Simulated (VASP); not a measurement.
```
CsBr
1.0
    4.34956     0.00000     0.00000
    0.00000     4.34956     0.00000
    0.00000     0.00000     4.34956
Cs Br
1 1
Direct
  0.00000   0.00000   0.00000
  0.50000   0.50000   0.50000
```

Calculation: SCAN meta-GGA, VASP's PBE PAW potentials (set 64) (plane waves; VASP). Settings: 520 eV cut-off, 6×6×6 Γ-centred mesh, Gaussian smearing of 0.050 eV, potentials Cs_sv Br.

Unless said otherwise, spin-orbit coupling is left out, though it shifts the bands of the heavy elements here.

Task: Predict the energy per atom (σ→0), band gap (on the k-mesh) with the smallest direct gap where there is one.

Result: 
| Item | Value |
|---|---|
| band gap (on the k-mesh) | 5.05 eV |
| smallest direct gap (on the k-mesh) | 5.07 eV |
| energy per atom (σ→0) | -30.580 eV/atom |

The absolute energy has meaning only against runs of the same code, potentials and settings.

The compound is CsBr in the CsCl type structure. This cell is one point of a volume scan, at 1.03 of the reference volume.
